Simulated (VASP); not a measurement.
Given:

```
CELL_PARAMETERS angstrom
      0.00000     2.12000     2.12000
      2.12000     0.00000     2.12000
      2.12000     2.12000     0.00000
ATOMIC_POSITIONS crystal
  Ti 0.00000 0.00000 0.00000
  N  0.50000 0.50000 0.50000
```

These are PBEsol GGA, VASP's PBE PAW potentials (set 64) (plane waves; VASP 6.6.1) values and carry that method's errors. Settings: 530 eV cut-off, 13×13×13 Γ-centred mesh, first-order Methfessel-Paxton smearing of 0.10 eV, potentials Ti_sv N.

Energy and stress use the plane-wave basis of the starting cell.

Question: The ions, cell shape and volume are relaxed. What does this cell relax into?

Answer: 
```
CELL_PARAMETERS angstrom
      0.00000     2.10316     2.10316
      2.10316     0.00000     2.10316
      2.10316     2.10316     0.00000
ATOMIC_POSITIONS crystal
  Ti 0.00000 0.00000 0.00000
  N  0.50000 0.50000 0.50000
```
Space group Fm-3m (225), at a tolerance of 0.03 Å.

Question: How do energy and volume change from the first to the last step?

Answer: The energy (σ→0) changes by -4.9 meV/atom and the volume by -2.4 %, in 3 ionic steps.

The compound is TiN in the rock salt structure. This run relaxes it. Symmetry was kept, so distortions that lower it aren't found. The electron count is odd and the run is not spin-polarised, which forces a metal.
